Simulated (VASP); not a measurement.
These are r2SCAN meta-GGA, VASP's PBE PAW potentials (set 64) (plane waves; VASP) values and carry that method's errors.

VASP input:

POSCAR:
```
Cu(210) slab
1.0
  4.3850073693   0.0000000000   0.0000000000
  2.9233385768   3.2683914555   0.0000000000
  0.0000000000   0.0000000000  24.4838428975
Cu
12
direct
  0.3500000000   0.3500000000   0.3201570000
  0.6500000000   0.6500000000   0.3528560000
  0.9500000000   0.9500000000   0.3855550000
  0.2500000000   0.2500000000   0.4182530000
  0.5500000000   0.5500000000   0.4509520000
  0.8500000000   0.8500000000   0.4836510000
  0.1500000000   0.1500000000   0.5163490000
  0.4500000000   0.4500000000   0.5490480000
  0.7500000000   0.7500000000   0.5817470000
  0.0500000000   0.0500000000   0.6144450000
  0.3500000000   0.3500000000   0.6471440000
  0.6500000000   0.6500000000   0.6798430000
```

### INCAR
```
ALGO = Normal
DIPOL = 0.5 0.5 0.5
EDIFF = 1E-5
EDIFFG = -0.03
ENCUT = 400
IBRION = 2
IDIPOL = 3
ISIF = 2
ISMEAR = 1
LASPH = .TRUE.
LCHARG = .FALSE.
LDIPOL = .TRUE.
LMAXMIX = 4
LMIXTAU = .TRUE.
LREAL = .FALSE.
LWAVE = .TRUE.
METAGGA = R2SCAN
NELM = 100
NELMIN = 4
NSW = 120
PREC = Normal
SIGMA = 0.1
SYSTEM = Cu(210) slab
```

KPOINTS:
```
K-points
0
Gamma
 9 9 1
0 0 0
```

POTCAR, in this order: Cu (PBE.64 set). Program: vasp_std.

Estimate the energy per atom (σ→0), band gap (on the k-mesh).

```json
{
  "energy per atom (σ→0)": "-10.545 eV/atom",
  "band gap (on the k-mesh)": "none (metal, semimetal or under 0.01 eV)"
}
```

### OSZICAR
```
...
DAV:   5    -0.126537312064E+03   -0.29596E-03   -0.19059E-04  5558   0.226E-01    0.254E-02
DAV:   6    -0.126537720679E+03   -0.40862E-03   -0.25100E-04  5494   0.279E-01    0.140E-02
DAV:   7    -0.126537750182E+03   -0.29504E-04   -0.54922E-05  3883   0.141E-01    0.557E-03
DAV:   8    -0.126537810275E+03   -0.60092E-04   -0.20859E-05  2575   0.371E-02    0.567E-03
DAV:   9    -0.126537852006E+03   -0.41732E-04   -0.68089E-06  2452   0.297E-02    0.245E-03
DAV:  10    -0.126537894512E+03   -0.42505E-04   -0.10837E-05  2438   0.269E-02    0.273E-03
DAV:  11    -0.126537896689E+03   -0.21773E-05   -0.51730E-06  2480   0.297E-02
  18 F= -.12653790E+03 E0= -.12653935E+03  d E =-.681189E-03
```

The cell is a thin slab with vacuum, built from Cu (fcc): (210) face.
